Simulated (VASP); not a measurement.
An input for Quantum ESPRESSO's pw.x (written as the equivalent of a VASP run, and not itself run):

```
&CONTROL
  calculation = 'vc-relax'
  pseudo_dir = './pseudo'
  outdir = './out'
  tprnfor = .true.
  tstress = .true.
  nstep = 30
  forc_conv_thr = 0.00039
/
&SYSTEM
  ibrav = 0
  nat = 3
  ntyp = 2
  ecutwfc = 66
  occupations = 'smearing'
  smearing = 'gaussian'
  degauss = 0.003675
  input_dft = 'pbe'
  vdw_corr = 'grimme-d3'
  dftd3_version = 3
  dftd3_threebody = .false.
/
&ELECTRONS
  conv_thr = 7.3e-09
  electron_maxstep = 100
/
&IONS
/
&CELL
  cell_dofree = 'shape'
/
ATOMIC_SPECIES
  Zr 91.224 Zr.upf
  S 32.060 S.upf
CELL_PARAMETERS angstrom
     1.8510056   -3.2060358    0.0000000
     1.8510056    3.2060358    0.0000000
     0.0000000    0.0000000    5.8798265
ATOMIC_POSITIONS crystal
  Zr   0.0000000  1.0000000  0.0000000
  S    0.3333330  0.6666670  0.2492401
  S    0.6666670  0.3333330  0.7507599
K_POINTS automatic
  7 7 4 0 0 0
```

Q: Write the VASP files for the same calculation (PBE-D3 (zero damping)).

A: This is not unique; one that fits is 
File KPOINTS:
```
Regular mesh
0
G
 7 7 4
0 0 0
```

### POSCAR
```
ZrS2
1
    1.8510056380    -3.2060358326     0.0000000000
    1.8510056380     3.2060358326     0.0000000000
    0.0000000000     0.0000000000     5.8798265312
Zr S
1 2
Direct
  0.0000000000   1.0000000000   0.0000000000
  0.3333330000   0.6666670000   0.2492401381
  0.6666670000   0.3333330000   0.7507598619
```

### INCAR
```
SYSTEM=ZrS2
PREC=Accurate; ENCUT=520; LREAL=.FALSE.
LASPH=.TRUE.
EDIFF=1E-7; NELM=100; ALGO=Normal
LMAXMIX=4
ISMEAR=0; SIGMA=0.05
GGA=PE; IVDW=11
IBRION=2; NSW=30; ISIF=4
EDIFFG=-0.01
LWAVE=.FALSE.; LCHARG=.FALSE.
```

POTCAR, in this order: Zr_sv S (PBE.64 set). Program: vasp_std.

What does not carry over: the potentials are each code's own (VASP's PAW set, PseudoDojo norm-conserving files in pw.x), so ENCUT and ecutwfc are chosen apart and not converted; conv_thr bounds pw.x's estimated SCF error, while EDIFF bounds the energy change between steps; forc_conv_thr acts on force components and is met together with etot_conv_thr.

The compound is ZrS2 in the 1T layered structure. This cell is one point of a volume scan, at 1.03 of the reference volume. Symmetry was kept, so distortions that lower it aren't found.
